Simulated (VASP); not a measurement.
Output of a VASP run:

OUTCAR:
```
 ion  position               nearest neighbor table
   1  0.625  0.875  0.125-  10 2.68  11 2.68  12 2.68   8 2.80   6 3.61   7 3.61   3 3.61   3 3.61
                             6 3.61   7 3.61
   2  0.125  0.625  0.875-   9 2.68  11 2.68  12 2.68   6 2.80   3 3.61   7 3.61   8 3.61   7 3.61
                             8 3.61   3 3.61
   3  0.625  0.625  0.625-  12 2.68  10 2.68   9 2.68   4 2.80   2 3.61   1 3.61   5 3.61   1 3.61
                             5 3.61   2 3.61
   4  0.375  0.375  0.375-  12 2.68  10 2.68   9 2.68   3 2.80   6 3.61   7 3.61   8 3.61   8 3.61
                             7 3.61   6 3.61
   5  0.875  0.125  0.625-  11 2.68  10 2.68   9 2.68   7 2.80   6 3.61   3 3.61   8 3.61   6 3.61
                             3 3.61   8 3.61
   6  0.875  0.375  0.125-   9 2.68  11 2.68  12 2.68   2 2.80   1 3.61   4 3.61   5 3.61   5 3.61
                             1 3.61   4 3.61
   7  0.125  0.875  0.375-  11 2.68  10 2.68   9 2.68   5 2.80   2 3.61   4 3.61   1 3.61   2 3.61
                             4 3.61   1 3.61
   8  0.375  0.125  0.875-  10 2.68  11 2.68  12 2.68   1 2.80   2 3.61   4 3.61   5 3.61   4 3.61
                             2 3.61   5 3.61
   9  0.000  0.500  0.500-   2 2.68   6 2.68   4 2.68   5 2.68   3 2.68   7 2.68
  10  0.500  0.000  0.500-   1 2.68   8 2.68   4 2.68   5 2.68   7 2.68   3 2.68
  11  0.000  0.000  0.000-   5 2.68   7 2.68   1 2.68   6 2.68   2 2.68   8 2.68
  12  0.500  0.500  0.000-   3 2.68   4 2.68   1 2.68   2 2.68   6 2.68   8 2.68
  LATTYP: Found a simple cubic cell.
 ALAT       =     6.4620180584
 Subroutine PRICEL returns:
 Original cell was already a primitive cell.
 Subroutine GETGRP returns: Found 24 space group operations
The static configuration has the point symmetry S_6 .
 The point group associated with its full space group is T_h .
The dynamic configuration has the point symmetry S_6 .
 Subroutine INISYM returns: Found 24 space group operations
 Subroutine IBZKPT returns following result:
 Found     11 irreducible k-points:

 Following reciprocal coordinates:
            Coordinates               Weight
  0.000000  0.000000  0.000000      1.000000
  0.200000  0.000000  0.000000      6.000000
  0.400000  0.000000  0.000000      6.000000
  0.200000  0.200000  0.000000     12.000000
  0.400000  0.200000  0.000000     12.000000
 -0.200000  0.400000  0.000000     12.000000
  0.400000  0.400000  0.000000     12.000000
  0.200000  0.200000  0.200000      8.000000
  0.400000  0.200000  0.200000     24.000000
  0.400000  0.400000  0.200000     24.000000
  0.400000  0.400000  0.400000      8.000000
   k-points           NKPTS =     11   k-points in BZ     NKDIM =     11   number of bands    NBANDS=     48
   number of dos      NEDOS =    301   number of ions     NIONS =     12
   total plane-waves  NPLWV =  74088
   dimension x,y,z NGX =    42 NGY =   42 NGZ =   42
   dimension x,y,z NGXF=    84 NGYF=   84 NGZF=   84
   ions per type =               8   4
   PREC   = accura    normal or accurate (medium, high low for compatibility)
   ISTART =      0    job   : 0-new  1-cont  2-samecut
   ICHARG =      2    charge: 1-file 2-atom 10-const
   ISPIN  =      1    spin polarized calculation?
   LNONCOLLINEAR =      F non collinear calculations
   LSORBIT =      F    spin-orbit coupling
   INIWAV =      1    electr: 0-lowe 1-rand  2-diag
   ENCUT  =  400.0 eV  29.40 Ry    5.42 a.u.  10.54 10.54 10.54*2*pi/ulx,y,z
   NELM   =    100;   NELMIN=  2; NELMDL= -5     # of ELM steps
   EDIFF  = 0.1E-05   stopping-criterion for ELM
   LREAL  =      F    real-space projection
   NLSPLINE    = F    spline interpolate recip. space projectors
   LMAXMIX     =    6 max onsite mixed and CHGCAR
   VOSKOWN=      0    Vosko Wilk Nusair interpolation
   EDIFFG = -.2E-01   stopping-criterion for IOM
   NSW    =     60    number of steps for IOM
   NBLOCK =      1;   KBLOCK =     60    inner block; outer block
   IBRION =      2    ionic relax: 0-MD 1-quasi-New 2-CG
   NFREE  =      1    steps in history (QN), initial steepest desc. (CG)
   ISIF   =      3    stress and relaxation
   ISYM   =      2    0-nonsym 1-usesym 2-fastsym
   TEIN   =    0.0    initial temperature
   TEBEG  =    0.0;   TEEND  =   0.0 temperature during run
   SMASS  =  -3.00    Nose mass-parameter (am)
   PSTRESS=    0.0 pullay stress
   NELECT =      80.0000    total number of electrons
   EFERMI =   0.00;   METHOD = LEGACY
   ISMEAR =     1;   SIGMA  =   0.10  broadening in eV -4-tet -1-fermi 0-gaus
...
```

### OSZICAR
```
...
DAV:  10    -0.703933646438E+02   -0.29341E-03   -0.48086E-03  1216   0.287E-01    0.920E-02
DAV:  11    -0.703933684069E+02   -0.37631E-05   -0.49047E-04  1352   0.896E-02    0.526E-02
DAV:  12    -0.703933434398E+02    0.24967E-04   -0.87087E-05  1224   0.516E-02    0.254E-02
DAV:  13    -0.703933445473E+02   -0.11075E-05   -0.15012E-05  1240   0.133E-02    0.432E-03
DAV:  14    -0.703933441891E+02    0.35818E-06   -0.74881E-07   768   0.446E-03
   1 F= -.70393344E+02 E0= -.70393396E+02  d E =-.703933E+02
       N       E                     dE             d eps       ncg     rms          rms(c)
DAV:   1    -0.704025852577E+02   -0.92407E-02   -0.17982E-01  1136   0.213E+00    0.560E-01
DAV:   2    -0.703967332108E+02    0.58520E-02   -0.43762E-02  1136   0.123E+00    0.268E-01
DAV:   3    -0.703957336071E+02    0.99960E-03   -0.40882E-03  1200   0.375E-01    0.114E-01
DAV:   4    -0.703955887938E+02    0.14481E-03   -0.85019E-04  1192   0.905E-02    0.431E-02
DAV:   5    -0.703955588435E+02    0.29950E-04   -0.16082E-04  1240   0.663E-02    0.290E-02
DAV:   6    -0.703955631379E+02   -0.42944E-05   -0.19043E-05  1208   0.229E-02    0.831E-03
DAV:   7    -0.703955608269E+02    0.23110E-05   -0.49985E-06  1184   0.125E-02    0.207E-03
DAV:   8    -0.703955606783E+02    0.14858E-06   -0.79393E-07   664   0.330E-03
   2 F= -.70395561E+02 E0= -.70395622E+02  d E =-.221649E-02
       N       E                     dE             d eps       ncg     rms          rms(c)
DAV:   1    -0.703955682392E+02   -0.74123E-05   -0.14784E-04  1152   0.608E-02    0.160E-02
DAV:   2    -0.703955631246E+02    0.51146E-05   -0.37587E-05  1152   0.360E-02    0.822E-03
DAV:   3    -0.703955621812E+02    0.94336E-06   -0.34331E-06   976   0.109E-02
   3 F= -.70395562E+02 E0= -.70395623E+02  d E =-.221799E-02
       N       E                     dE             d eps       ncg     rms          rms(c)
DAV:   1    -0.704013231316E+02   -0.57600E-02   -0.11538E-01  1104   0.178E+00    0.502E-01
DAV:   2    -0.703967664070E+02    0.45567E-02   -0.32902E-02  1208   0.107E+00    0.199E-01
DAV:   3    -0.703960520140E+02    0.71439E-03   -0.27982E-03  1168   0.307E-01    0.762E-02
DAV:   4    -0.703959494117E+02    0.10260E-03   -0.55740E-04  1208   0.741E-02    0.305E-02
DAV:   5    -0.703959175256E+02    0.31886E-04   -0.10910E-04  1200   0.551E-02    0.217E-02
DAV:   6    -0.703959179661E+02   -0.44044E-06   -0.16898E-05  1216   0.205E-02    0.657E-03
DAV:   7    -0.703959165997E+02    0.13664E-05   -0.45381E-06  1112   0.120E-02    0.153E-03
DAV:   8    -0.703959167678E+02   -0.16815E-06   -0.52938E-07   616   0.275E-03
   4 F= -.70395917E+02 E0= -.70395928E+02  d E =-.354587E-03
       N       E                     dE             d eps       ncg     rms          rms(c)
DAV:   1    -0.703970312227E+02   -0.11146E-02   -0.18493E-02  1096   0.711E-01    0.200E-01
DAV:   2    -0.703963099522E+02    0.72127E-03   -0.53113E-03  1216   0.431E-01    0.796E-02
DAV:   3    -0.703961964063E+02    0.11355E-03   -0.45439E-04  1168   0.124E-01    0.295E-02
DAV:   4    -0.703961852165E+02    0.11190E-04   -0.91867E-05  1192   0.302E-02    0.119E-02
DAV:   5    -0.703961834549E+02    0.17617E-05   -0.17267E-05  1192   0.220E-02    0.865E-03
DAV:   6    -0.703961846830E+02   -0.12281E-05   -0.22717E-06   672   0.779E-03    0.269E-03
DAV:   7    -0.703961843183E+02    0.36470E-06   -0.47654E-07   592   0.434E-03
   5 F= -.70396184E+02 E0= -.70396211E+02  d E =-.622137E-03
```

File OUTCAR:
```
------------------------ aborting loop because EDIFF is reached ----------------------------------------
  FORCE on cell =-STRESS in cart. coord.  units (eV):
  Direction    XX          YY          ZZ          XY          YZ          ZX
  --------------------------------------------------------------------------------------
  Total       -0.0039973     -0.0039973     -0.0039973      0.0000000     -0.0000000     -0.0000000
  in kB       -0.0237727     -0.0237727     -0.0237727      0.0000000     -0.0000000     -0.0000000
  external PRESSURE =      -0.0237727 kB  Pullay stress =       0.0000000 kB
  volume of cell :      269.40
      direct lattice vectors                 reciprocal lattice vectors
     6.458546791 -0.000000000 -0.000000000     0.154833592  0.000000000  0.000000000
    -0.000000000  6.458546791 -0.000000000     0.000000000  0.154833592 -0.000000000
    -0.000000000  0.000000000  6.458546791     0.000000000  0.000000000  0.154833592
 POSITION                                       TOTAL-FORCE (eV/Angst)
 -----------------------------------------------------------------------------------
      4.04172      5.64610      0.81244         0.000238     -0.000238      0.000238
      0.81244      4.04172      5.64610         0.000238      0.000238     -0.000238
      4.04172      4.04172      4.04172         0.000238      0.000238      0.000238
      2.41683      2.41683      2.41683        -0.000238     -0.000238     -0.000238
      5.64610      0.81244      4.04172        -0.000238      0.000238      0.000238
      5.64610      2.41683      0.81244        -0.000238     -0.000238      0.000238
      0.81244      5.64610      2.41683         0.000238     -0.000238     -0.000238
      2.41683      0.81244      5.64610        -0.000238      0.000238     -0.000238
     -0.00000      3.22927      3.22927        -0.000000      0.000000      0.000000
      3.22927      0.00000      3.22927         0.000000      0.000000      0.000000
      0.00000      0.00000      0.00000         0.000000      0.000000      0.000000
      3.22927      3.22927     -0.00000        -0.000000      0.000000      0.000000
 -----------------------------------------------------------------------------------
    total drift:                                0.000000     -0.000000     -0.000000
  FREE ENERGIE OF THE ION-ELECTRON SYSTEM (eV)
  ---------------------------------------------------
  free  energy   TOTEN  =       -70.3961843183 eV

  energy  without entropy=      -70.3962634672  energy(sigma->0) =      -70.39621070

 reached required accuracy - stopping structural energy minimisation
```
(Selected blocks of OUTCAR.)

File POSCAR:
```
PtSb2
1
    6.4620180584    -0.0000000000     0.0000000000
   -0.0000000000     6.4620180584     0.0000000000
    0.0000000000     0.0000000000     6.4620180584
Sb Pt
8 4
Direct
  0.6251885889   0.8748114111   0.1251885889
  0.1251885889   0.6251885889   0.8748114111
  0.6251885889   0.6251885889   0.6251885889
  0.3748114111   0.3748114111   0.3748114111
  0.8748114111   0.1251885889   0.6251885889
  0.8748114111   0.3748114111   0.1251885889
  0.1251885889   0.8748114111   0.3748114111
  0.3748114111   0.1251885889   0.8748114111
  0.0000000000   0.5000000000   0.5000000000
  0.5000000000   0.0000000000   0.5000000000
  0.0000000000   0.0000000000   0.0000000000
  0.5000000000   0.5000000000   0.0000000000
```

Q: Write an INCAR and KPOINTS that could have produced this output.

A: One answer among several that fit: the input of the run itself, PBEsol GGA, plane waves, VASP's PBE PAW potentials (set 64).

INCAR:
```
SYSTEM = PtSb2
PREC = Accurate
ENCUT = 400
EDIFF = 1E-6
NELM = 100
ALGO = Normal
LREAL = .FALSE.
LASPH = .TRUE.
ISMEAR = 1
SIGMA = 0.1
GGA = PS
LMAXMIX = 6
LWAVE = .FALSE.
LCHARG = .FALSE.
IBRION = 2
ISIF = 3
NSW = 60
EDIFFG = -0.02
```

File KPOINTS:
```
Automatic mesh
0
Gamma
5 5 5
0 0 0
```

POTCAR, in this order: Sb Pt (PBE.64 set). Program: vasp_std.

The compound is PtSb2 in the pyrite structure. This run relaxes it. Symmetry was kept, so distortions that lower it aren't found. The start is the result of an earlier pass.
